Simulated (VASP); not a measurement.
An input for Quantum ESPRESSO's pw.x (written as the equivalent of a VASP run, and not itself run):

```
&CONTROL
  calculation = 'scf'
  pseudo_dir = './pseudo'
  outdir = './out'
  tprnfor = .true.
  tstress = .true.
/
&SYSTEM
  ibrav = 0
  nat = 7
  ntyp = 4
  ecutwfc = 84
  occupations = 'smearing'
  smearing = 'methfessel-paxton'
  degauss = 0.00735
  input_dft = 'pbesol'
/
&ELECTRONS
  conv_thr = 7.3e-08
  electron_maxstep = 100
/
ATOMIC_SPECIES
  In 114.818 In.upf
  Ga 69.723 Ga.upf
  Zn 65.380 Zn.upf
  O 15.999 O.upf
CELL_PARAMETERS angstrom
     1.6157030    0.9328270    8.5222830
    -1.6157030    0.9328270    8.5222830
     0.0000000   -1.8656530    8.5222830
ATOMIC_POSITIONS crystal
  In   0.0000000  0.0000000  0.0000000
  Ga   0.7829000  0.7829000  0.7829000
  Zn   0.2171000  0.2171000  0.2171000
  O    0.8718000  0.8718000  0.8718000
  O    0.1282000  0.1282000  0.1282000
  O    0.7072000  0.7072000  0.7072000
  O    0.2928000  0.2928000  0.2928000
K_POINTS automatic
  8 8 8 0 0 0
```

Write the VASP files for the same calculation (PBEsol).

This is not unique; one that fits is 
File POSCAR:
```
ZnInGaO4
1
    1.6157030000     0.9328270000     8.5222830000
   -1.6157030000     0.9328270000     8.5222830000
    0.0000000000    -1.8656530000     8.5222830000
In Ga Zn O
1 1 1 4
Direct
  0.0000000000   0.0000000000   0.0000000000
  0.7829000000   0.7829000000   0.7829000000
  0.2171000000   0.2171000000   0.2171000000
  0.8718000000   0.8718000000   0.8718000000
  0.1282000000   0.1282000000   0.1282000000
  0.7072000000   0.7072000000   0.7072000000
  0.2928000000   0.2928000000   0.2928000000
```

### INCAR
```
SYSTEM  =  ZnInGaO4
PREC  =  Accurate; ENCUT  =  400; LREAL  =  F
LASPH  =  T
EDIFF  =  1E-6; NELM  =  100; ALGO  =  Normal
LMAXMIX  =  4
ISMEAR  =  1; SIGMA  =  0.1
GGA  =  PS
ISIF  =  2
LWAVE  =  F; LCHARG  =  F
```

**KPOINTS**
```
Regular mesh
0
gamma
8 8 8
```

POTCAR, in this order: In_d Ga_d Zn O (PBE.64 set). Program: vasp_std.

The two are equivalent in intent, not identical: the potentials are each code's own (VASP's PAW set, PseudoDojo norm-conserving files in pw.x), so ENCUT and ecutwfc are chosen apart and not converted; conv_thr bounds pw.x's estimated SCF error, while EDIFF bounds the energy change between steps.

The structure was generated: ZnInGaO4 was put into an ordered model structure, which need not be its known phase. The cell was not relaxed at this level. The run is one of a series of settings (SIGMA = 0.1, KPOINTS 8×8×8 Γ-centred mesh against the base run), some of them coarse on purpose.
